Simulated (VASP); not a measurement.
Here is a VASP 6.6.1 calculation.

INCAR

```
PREC     = Accurate       # precision mode
ENCUT    = 600            # plane-wave cutoff, eV
EDIFF    = 1E-7           # SCF threshold, eV
ISMEAR   = 0              # smearing method
SIGMA    = 0.02           # smearing width, eV
LREAL    = F              # projectors in reciprocal space
LASPH    = T              # aspherical terms in the spheres
NELM     = 80             # most SCF steps
ALGO     = Fast           # electronic algorithm
ISIF     = 3              # what is computed and relaxed
LWAVE    = F              # write WAVECAR
LCHARG   = F              # write CHGCAR
GGA      = PE             # functional
IBRION   = 2              # ionic algorithm
NSW      = 80             # ionic steps
EDIFFG   = -0.004         # ionic threshold
```

The input KPOINTS:

```
Automatic mesh
0
Gamma
  8 8 8
```

The input POSCAR:

```
InSb
1.0
    0.0000000000      3.2391000000      3.2391000000
    3.2391000000      0.0000000000      3.2391000000
    3.2391000000      3.2391000000      0.0000000000
In Sb
1 1
Direct
    0.0000000000      0.0000000000      0.0000000000
    0.2500000000      0.2500000000      0.2500000000
```

Potentials or basis: VASP PAW PBE potentials, release 64 (In_d, Sb).

Run with:

```sh
$ cat potpaw_PBE.64/In_d/POTCAR potpaw_PBE.64/Sb/POTCAR > POTCAR
$ mpirun -np 1 vasp_std > vasp.out
```

**Question.** Estimate the relaxed cell.

**Answer.** a = 4.691 Å, b = 4.691 Å, c = 4.691 Å, α = 60.00°, β = 60.00°, γ = 60.00°.

**Question.** Predict the space group after relaxing (to 0.05 Å).

**Answer.** F-43m (No. 216).

**Question.** What does it give for the relaxed volume?

**Answer.** 36.50 Å³/atom.

Final structure:
```cif
data_structure
_symmetry_space_group_name_H-M 'P 1'
_symmetry_Int_Tables_number 1
_cell_length_a 4.6911
_cell_length_b 4.6911
_cell_length_c 4.6911
_cell_angle_alpha 60.000
_cell_angle_beta 60.000
_cell_angle_gamma 60.000
_cell_volume 73.00
loop_
_atom_site_label
_atom_site_type_symbol
_atom_site_fract_x
_atom_site_fract_y
_atom_site_fract_z
_atom_site_occupancy
In1 In 0.00000 0.00000 0.00000 1
Sb1 Sb 0.25000 0.25000 0.25000 1
```

 The run has no spin-orbit coupling, so splittings on Sb are missing.
